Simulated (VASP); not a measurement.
Mg4Sn:

```
CELL_PARAMETERS angstrom
-2.89296 2.89296 2.89296
2.89296 -2.89296 2.89296
2.89296 2.89296 -2.89296
ATOMIC_POSITIONS crystal
Mg 0.00000 0.00000 0.50000
Mg 0.50000 0.00000 0.00000
Mg 0.00000 0.50000 0.00000
Mg 0.50000 0.50000 0.50000
Sn 0.00000 0.00000 0.00000
```

The cell was built by a generator and needn't be a form met in nature.

The cell isn't the ideal one: species swapped into the Hg4Pt type (Im-3m, No. 229).

| Property | Result |
| --- | --- |
| Program | VASP 6.6.1 |
| Task | relaxation of cell and atoms |
| Functional | PBE |
| Potentials or basis | VASP PAW PBE potentials, release 64 (Mg, Sn_d) |
| Cutoff | 600 eV |
| k mesh | 4 × 4 × 4 |
| Occupations | gaussian, width 0.1 eV |
| Spin | no spin polarisation |

At the start: pressure 29.5 GPa; volume 19.37 Å³/atom.

Where does the relaxation end?

Over 4 steps the energy falls by 645.3 meV/atom and the volume is 29.41 Å³/atom (+51.8 %); space group Im-3m (No. 229, to 0.05 Å).

Step by step:
| step | energy change (eV) | largest force (eV/Å) | pressure (GPa) | volume (Å³) |
| --- | --- | --- | --- | --- |
| 1 | 0.0000 | 0.0000 | 29.49 | 96.85 |
| 2 | -3.1809 | 0.0000 | -1.55 | 155.90 |
| 3 | -3.2240 | 0.0000 | 0.38 | 145.06 |
| 4 | -3.2263 | 0.0000 | -0.02 | 147.05 |

Final structure:
```xyz
5
Lattice="-3.3251 3.3251 3.3251 3.3251 -3.3251 3.3251 3.3251 3.3251 -3.3251" Properties=species:S:1:pos:R:3 pbc="T T T"
Mg    4.9876   -1.6625    1.6625
Mg    4.9876    1.6625    1.6625
Mg    1.6625    4.9876    1.6625
Mg    1.6625    1.6625    1.6625
Sn    0.0000    0.0000    6.6501
```

Caveat: the k mesh is coarse (spacing up to 0.38 Å⁻¹), so the values aren't converged; the volume moved by over 15 % at a fixed basis, so the end points are rough.
